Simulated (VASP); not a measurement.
Write the native input for VASP 6.6.1 that does the following.

```yaml
Task: relaxation of cell and atoms
Functional: PBE
Potentials_or_basis: VASP PAW PBE potentials, release 64 (Si, B, W_sv)
Cutoff: 600 eV
k_mesh: 12 × 12 × 10
Occupations: gaussian, width 0.1 eV
Spin: no spin polarisation
Dipole_correction: no
Further_INCAR_settings: ALGO = Normal; EDIFF = 1e-06; IBRION = 2; EDIFFG = -0.01; NSW = 100; ISIF = 3
```

The structure of Si2B2W lies in POSCAR:

```
Si2B2W
1.0
    4.0707156525      0.0000000000      0.0000000000
   -2.0353578263      3.5253431667      0.0000000000
    0.0000000000      0.0000000000      4.2950940197
Si B W
2 2 1
Direct
    0.3333333333      0.6666666667      0.5000000000
    0.6666666667      0.3333333333      0.5000000000
    0.3333333333      0.6666666667      0.0000000000
    0.6666666667      0.3333333333      0.0000000000
    0.0000000000      0.0000000000      0.0000000000
```

The cell was built by a generator and needn't be a form met in nature.

The cell isn't the ideal one: random cell by space group and Wyckoff sites (P6/mmm, No. 191).

These files were run (other wordings do the same):

INCAR

```
SYSTEM = Si2B2W
ALGO = Normal ; EDIFF = 1E-6
EDIFFG = -0.01 ; ENCUT = 600
GGA = PE ; IBRION = 2
ISIF = 3 ; ISMEAR = 0
LASPH = .True. ; LCHARG = .False.
LREAL = .False. ; LWAVE = .False.
NELM = 100 ; NSW = 100
PREC = Accurate ; SIGMA = 0.1
```

KPOINTS

```
k-points
0
Gamma
  12 12 10
  0 0 0
```

Potentials or basis: VASP PAW PBE potentials, release 64 (Si, B, W_sv).

Run with:

```console
$ cat potpaw_PBE.64/Si/POTCAR potpaw_PBE.64/B/POTCAR potpaw_PBE.64/W_sv/POTCAR > POTCAR
$ mpirun -np 1 vasp_std > vasp.out
```

It gave:

- Relaxed volume: 12.15 Å³/atom
- Relaxed cell: a = 4.157 Å, b = 4.157 Å, c = 4.059 Å, α = 90.00°, β = 90.00°, γ = 120.00°
- Space group after relaxing (to 0.05 Å): P6/mmm (No. 191)
- Energy gained by relaxing: 10.7 meV/atom
- Ionic steps: 10
- Pressure after relaxing: 0.0 GPa
- Band gap on the k mesh: none (metal or under the smearing width)

Run time: 7.5 min on 1 thread of Intel(R) Xeon(R) Platinum 8488C (Sapphire Rapids), on a shared host, peak memory 0.33 GiB.
